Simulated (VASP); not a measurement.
Crystal: Li2GeAs2.

```xyz
5
Lattice="-2.0803 2.0803 4.9453 2.0803 -2.0803 4.9453 2.0803 2.0803 -4.9453" Properties=species:S:1:pos:R:3 pbc="T T T"
Li    0.0000    2.0803    2.4727
Li    2.0803    0.0000    2.4727
Ge    0.0000    0.0000    0.0000
As    0.0000    0.0000    3.7238
As    0.0000    0.0000    6.1668
```

The cell was built by a generator and needn't be a form met in nature.

The cell isn't the ideal one: species swapped into the HoGe2Pd2 type (I4/mmm, No. 139).

```yaml
Program: VASP 6.6.1
Task: relaxation of cell and atoms
Functional: PBE
Potentials_or_basis: VASP PAW PBE potentials, release 64 (Li_sv, Ge_d, As)
Cutoff: 600 eV
k_mesh: 6 × 6 × 6
Occupations: gaussian, width 0.1 eV
Spin: no spin polarisation
```

At the start: pressure 3.4 GPa; volume 17.12 Å³/atom.

**Question.** How do energy, volume and symmetry change on relaxing?

**Answer.** Over 7 steps the energy falls by 41.9 meV/atom and the volume is 18.53 Å³/atom (+8.2 %); space group I4/mmm (No. 139, to 0.05 Å).

Step by step:
| step | energy change (eV) | largest force (eV/Å) | pressure (GPa) | volume (Å³) |
| --- | --- | --- | --- | --- |
| 1 | 0.0000 | 1.1524 | 3.37 | 85.61 |
| 2 | -0.1422 | 0.1979 | 1.03 | 90.15 |
| 3 | -0.1527 | 0.1552 | 0.52 | 91.66 |
| 4 | -0.1878 | 0.3275 | -0.92 | 93.72 |
| 5 | -0.1882 | 0.3672 | -1.01 | 93.92 |
| 6 | -0.2069 | 0.1196 | -0.58 | 93.12 |
| 7 | -0.2097 | 0.0314 | -0.26 | 92.67 |

Final structure:
```
CELL_PARAMETERS angstrom
-2.08801 2.08801 5.31371
2.08801 -2.08801 5.31371
2.08801 2.08801 -5.31371
ATOMIC_POSITIONS crystal
Li 0.75000 0.25000 0.50000
Li 0.25000 0.75000 0.50000
Ge 0.00000 0.00000 0.00000
As 0.38791 0.38791 0.00000
As 0.61209 0.61209 0.00000
```

Caveat: the cutoff is under 1.25 times the usual one of these potentials, so pressure, stress and relaxed cells hold a basis-set (Pulay) error.
